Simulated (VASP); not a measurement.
Consider the following.

```
CELL_PARAMETERS angstrom
      2.83536     0.00000     0.00000
      0.00000     2.83536     0.00000
      0.00000     0.00000     2.83536
ATOMIC_POSITIONS crystal
  Al 0.50000 0.50000 0.50000
  Ni 0.00000 0.00000 0.00000
```

Method: PBE GGA, VASP's PBE PAW potentials (set 64) (plane waves; VASP). Numerical set-up: 520 eV cut-off, 13×13×13 Γ-centred mesh, first-order Methfessel-Paxton smearing of 0.10 eV, potentials Al Ni.

Task: Give the stress tensor in GPa (positive for a compressed cell).

Result: 
```
10.85   0.00   0.00
 0.00  10.85   0.00
 0.00   0.00  10.85
```
The pressure is its mean diagonal, 10.85 GPa.

The compound is NiAl in the CsCl type structure. This cell is one point of a volume scan, at 0.94 of the reference volume. The run is not spin-polarised, so no magnetic state was tried. The electron count is odd and the run is not spin-polarised, which forces a metal.
